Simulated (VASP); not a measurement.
An input for Quantum ESPRESSO's pw.x (written as the equivalent of a VASP run, and not itself run):

```
&CONTROL
  calculation = 'vc-relax'
  pseudo_dir = './pseudo'
  outdir = './out'
  tprnfor = .true.
  tstress = .true.
  nstep = 60
  forc_conv_thr = 0.00078
/
&SYSTEM
  ibrav = 0
  nat = 6
  ntyp = 2
  ecutwfc = 84
  occupations = 'smearing'
  smearing = 'gaussian'
  degauss = 0.003675
  input_dft = 'vdw-df2-b86r'
/
&ELECTRONS
  conv_thr = 7.3e-08
  electron_maxstep = 100
/
&IONS
/
&CELL
/
ATOMIC_SPECIES
  Ti 47.867 Ti.upf
  O 15.999 O.upf
CELL_PARAMETERS angstrom
     4.5947056    0.0000000    0.0000000
     0.0000000    4.5947056    0.0000000
     0.0000000    0.0000000    2.9437176
ATOMIC_POSITIONS crystal
  Ti   0.0000000  0.0000000  0.0000000
  Ti   0.5000000  0.5000000  0.5000000
  O    0.3042739  0.3042739  1.0000000
  O    0.8042739  0.1957261  0.5000000
  O    0.1957261  0.8042739  0.5000000
  O    0.6957261  0.6957261  0.0000000
K_POINTS automatic
  5 5 7 0 0 0
```

Task: Write the VASP files for the same calculation (rev-vdW-DF2).

Result: Several could match; the one computed here: 
### INCAR
```
AGGAC  =  0.0
ALGO  =  Normal
EDIFF  =  1E-6
EDIFFG  =  -0.02
ENCUT  =  520
GGA  =  MK
IBRION  =  2
ISIF  =  3
ISMEAR  =  0
LASPH  =  .TRUE.
LCHARG  =  .FALSE.
LMAXMIX  =  4
LREAL  =  .FALSE.
LUSE_VDW  =  .TRUE.
LWAVE  =  .FALSE.
NELM  =  100
NSW  =  60
PARAM1  =  0.1234568
PARAM2  =  0.7114
PREC  =  Accurate
SIGMA  =  0.05
SYSTEM  =  TiO2
ZAB_VDW  =  -1.8867
```

POSCAR:
```
TiO2
1.0
  4.5947056162   0.0000000000   0.0000000000
  0.0000000000   4.5947056162   0.0000000000
  0.0000000000   0.0000000000   2.9437175501
Ti O
2 4
Cart
  0.0000000000   0.0000000000   0.0000000000
  2.2973528081   2.2973528081   1.4718587751
  1.3980491419   1.3980491419   2.9437175501
  3.6954019500   0.8993036662   1.4718587751
  0.8993036662   3.6954019500   1.4718587751
  3.1966564743   3.1966564743   0.0000000000
```

### KPOINTS
```
kpoints
0
Gamma
  5 5 7
0 0 0
```

POTCAR, in this order: Ti_sv O (PBE.64 set). Program: vasp_std.

The two are equivalent in intent, not identical: the potentials are each code's own (VASP's PAW set, PseudoDojo norm-conserving files in pw.x), so ENCUT and ecutwfc are chosen apart and not converted; conv_thr bounds pw.x's estimated SCF error, while EDIFF bounds the energy change between steps; forc_conv_thr acts on force components and is met together with etot_conv_thr.

The compound is TiO2 in the rutile structure. This run relaxes it. Symmetry was kept, so distortions that lower it aren't found. The start is the result of an earlier pass.
